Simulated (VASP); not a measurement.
These are PBE GGA, VASP's PBE PAW potentials (set 64) (plane waves; VASP) values and carry that method's errors.

Input for VASP

### INCAR
```
# general
SYSTEM =Ga33P31
PREC   =Normal
ENCUT  =400   # plane-wave cut-off (eV)
LREAL  =Auto
LASPH  =T   # aspherical one-centre terms
ISYM   =0
NELECT =256.0

# electronic loop
EDIFF  =1E-5   # SCF stop (eV)
NELM   =100
NELMIN =4
ALGO   =Fast   # Davidson, then RMM-DIIS
LMAXMIX=4

# smearing
ISMEAR =0   # Gaussian
SIGMA  =0.05

# functional
GGA    =PE

# ions
IBRION =2   # conjugate gradients
NSW    =60   # most ionic steps
ISIF   =2   # forces and stress, cell fixed
EDIFFG =-0.03   # ionic stop

# output
LWAVE  =F
LCHARG =F
```

File KPOINTS:
```
Automatic mesh
0
Gamma
1 1 1
0 0 0
```

**POSCAR**
```
Ga33P31
1.0
 11.0671092084   0.0000000000   0.0000000000
  0.0000000000  11.0671092084   0.0000000000
  0.0000000000   0.0000000000  11.0671092084
Ga P
33 31
Cart
  5.5335546042   0.0000000000   0.0000000000
  8.3003319063   2.7667773021   0.0000000000
  8.3003319063   0.0000000000   2.7667773021
  0.0000000000   0.0000000000   0.0000000000
  2.7667773021   2.7667773021   0.0000000000
  5.5335546042   5.5335546042   0.0000000000
  8.3003319063   8.3003319063   0.0000000000
  2.7667773021   0.0000000000   2.7667773021
  5.5541062260   2.8167010317   2.7806554570
  6.8680376997   4.1135670230   4.1649184097
  8.2500429621   5.4901272677   2.7737163796
  5.5335546042   0.0000000000   5.5335546042
  8.2571591133   2.7446541508   5.4914885221
  8.3003319063   0.0000000000   8.3003319063
  0.0000000000   5.5335546042   0.0000000000
  2.7667773021   8.3003319063   0.0000000000
  0.0000000000   2.7667773021   2.7667773021
  2.7667773021   5.5335546042   2.7667773021
  5.5335546042   8.3003319063   2.7667773021
  0.0000000000   0.0000000000   5.5335546042
  2.7667773021   2.7667773021   5.5335546042
  5.5123168216   5.5376051662   5.4943770376
  8.3003319063   8.3003319063   5.5335546042
  2.7667773021   0.0000000000   8.3003319063
  5.5335546042   2.7667773021   8.3003319063
  8.3003319063   5.5335546042   8.3003319063
  0.0000000000   8.3003319063   2.7667773021
  0.0000000000   5.5335546042   5.5335546042
  2.7667773021   8.3003319063   5.5335546042
  0.0000000000   2.7667773021   8.3003319063
  2.7667773021   5.5335546042   8.3003319063
  5.5335546042   8.3003319063   8.3003319063
  0.0000000000   8.3003319063   8.3003319063
  6.9169432552   1.3833886510   1.3833886510
  9.6837205574   4.1501659532   1.3833886510
  9.6837205574   1.3833886510   4.1501659532
  1.3833886510   1.3833886510   1.3833886510
  4.1501659532   4.1501659532   1.3833886510
  6.9169432552   6.9169432552   1.3833886510
  9.6837205574   9.6837205574   1.3833886510
  4.1501659532   1.3833886510   4.1501659532
  9.6837205574   6.9169432552   4.1501659532
  6.9169432552   1.3833886510   6.9169432552
  9.6837205574   4.1501659532   6.9169432552
  9.6837205574   1.3833886510   9.6837205574
  1.3833886510   6.9169432552   1.3833886510
  4.1501659532   9.6837205574   1.3833886510
  1.3833886510   4.1501659532   4.1501659532
  4.1501659532   6.9169432552   4.1501659532
  6.9169432552   9.6837205574   4.1501659532
  1.3833886510   1.3833886510   6.9169432552
  4.1501659532   4.1501659532   6.9169432552
  6.9169432552   6.9169432552   6.9169432552
  9.6837205574   9.6837205574   6.9169432552
  4.1501659532   1.3833886510   9.6837205574
  6.9169432552   4.1501659532   9.6837205574
  9.6837205574   6.9169432552   9.6837205574
  1.3833886510   9.6837205574   4.1501659532
  1.3833886510   6.9169432552   6.9169432552
  4.1501659532   9.6837205574   6.9169432552
  1.3833886510   4.1501659532   9.6837205574
  4.1501659532   6.9169432552   9.6837205574
  6.9169432552   9.6837205574   9.6837205574
  1.3833886510   9.6837205574   9.6837205574
```

POTCAR, in this order: Ga P (PBE.64 set). Program: vasp_gam.

The cell is charged, with a uniform compensating background. The supercell is sampled at Γ alone, which is coarse: total energies, pressure and levels can be off, energies of defects by several tenths of an eV.

Question: What does the run give for the energy per atom (σ→0)?

Answer: 
```
Property                       Result
---------------------  --------------
energy per atom (σ→0)  -4.289 eV/atom
```

OSZICAR:
```
...
RMM:   4    -0.274509204659E+03   -0.45504E-07   -0.66241E-06   176   0.625E-03
   8 F= -.27450920E+03 E0= -.27450920E+03  d E =-.341907E-02
       N       E                     dE             d eps       ncg     rms          rms(c)
DAV:   1    -0.274510364005E+03   -0.11594E-02   -0.48639E-02   322   0.408E-01    0.123E-01
RMM:   2    -0.274510580397E+03   -0.21639E-03   -0.29632E-03   322   0.120E-01    0.327E-02
RMM:   3    -0.274510634740E+03   -0.54343E-04   -0.63982E-04   343   0.538E-02    0.327E-02
RMM:   4    -0.274510631672E+03    0.30681E-05   -0.71763E-05   307   0.209E-02
   9 F= -.27451063E+03 E0= -.27451063E+03  d E =-.142701E-02
```

The cell is a supercell with a defect, built from GaP (zinc blende): Ga_P, charge -2. The run is not spin-polarised, so no state with unpaired spins was tried.
